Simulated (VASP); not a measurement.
OSZICAR of a VASP run on Ta$_{16}$S:

File OSZICAR:
```
       N       E                     dE             d eps       ncg     rms          rms(c)
DAV:   1    -0.188293080418E+03   -0.18829E+03   -0.13285E-01  3080   0.959E-01    0.748E-01
DAV:   2    -0.192414009756E+03   -0.41209E+01   -0.16445E+01  3092   0.115E+01    0.823E+00
DAV:   3    -0.188218276009E+03    0.41957E+01   -0.12420E+01  3280   0.940E+00    0.674E-01
DAV:   4    -0.188256001944E+03   -0.37726E-01   -0.61894E-01  2556   0.170E+00    0.117E-01
DAV:   5    -0.188259298010E+03   -0.32961E-02   -0.36024E-02  2672   0.528E-01    0.842E-02
DAV:   6    -0.188259386278E+03   -0.88268E-04   -0.23460E-03  2764   0.123E-01    0.603E-02
DAV:   7    -0.188259381385E+03    0.48935E-05   -0.18411E-04  2688   0.369E-02    0.460E-02
DAV:   8    -0.188259357183E+03    0.24202E-04   -0.12994E-04  2532   0.340E-02    0.166E-02
DAV:   9    -0.188259357795E+03   -0.61169E-06   -0.43357E-05  2344   0.186E-02    0.610E-03
DAV:  10    -0.188259357796E+03   -0.11341E-08   -0.68431E-06  2016   0.761E-03
   1 F= -.18825936E+03 E0= -.18826141E+03  d E =0.616208E-02
```

Which electronic solver shows in the log?

It is blocked Davidson (ALGO = Normal, or the opening steps of other solvers). The INCAR had ALGO = Normal.

Can the final energy be trusted as converged?

The calculation finished and met its thresholds. It stopped with EDIFF = 1E-6, NELM = 100 (PBE GGA, plane waves, VASP's PBE PAW potentials (set 64)).

The cell is a thin slab with vacuum, built from Ta (bcc): (110) face, S adsorbed.
